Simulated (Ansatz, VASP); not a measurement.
BeAs in VASP and in Ansatz

```
CELL_PARAMETERS angstrom
3.03987 0.00000 0.00000
0.00000 3.03987 0.00000
0.00000 0.00000 3.03987
ATOMIC_POSITIONS crystal
Be 0.00000 0.00000 0.00000
As 0.50000 0.50000 0.50000
```

Alike in both runs: functional PBE; k mesh 18 × 18 × 18; occupations gaussian, width 0.1 eV; no spin polarisation.

Ansatz relaxed the structure, and its values are those at the end. VASP's run is a single point on that final structure, the one shown.

|  | VASP | Ansatz |
| --- | --- | --- |
| version | VASP 6.6.1 | Ansatz 0.2.0 |
| potentials or method | VASP PAW PBE potentials, release 64 (Be, As) | scalar-relativistic, plane waves, PAW |
| plane-wave cutoff (eV) | 520 | 420 |
| valence electrons in the cell | 7 | 17 |

|  | VASP | Ansatz | Ansatz less VASP |
| --- | --- | --- | --- |
| gap on the k mesh at the Fermi level (eV) | none | none | - |
| pressure (GPa) | 0.2 | 0.0 | -0.18 |

A gap of «none» marks a metal or a gap that the smearing closes. The two sets of potentials don't hold the same shells in valence.
